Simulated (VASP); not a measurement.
Given:

```
CELL_PARAMETERS angstrom
      0.00000     1.80367     1.80367
      1.80367     0.00000     1.80367
      1.80367     1.80367     0.00000
ATOMIC_POSITIONS crystal
  B  0.00000 0.00000 0.00000
  N  0.25000 0.25000 0.25000
```

All values below come from PBE GGA with D3 dispersion (Becke-Johnson damping), VASP's PBE PAW potentials (set 64) (plane waves; VASP). Run with 520 eV cut-off, Gaussian smearing of 0.050 eV, potentials B N.

What does the run give for the band gap (along the path) with the smallest direct gap where there is one?

```json
{
 "band gap (along the path)": "4.47 eV",
 "smallest direct gap (along the path)": "8.85 eV"
}
```

Total energies compare only between runs with the same potentials, cut-off and functional.

The compound is BN in the zinc blende structure. It was relaxed first.
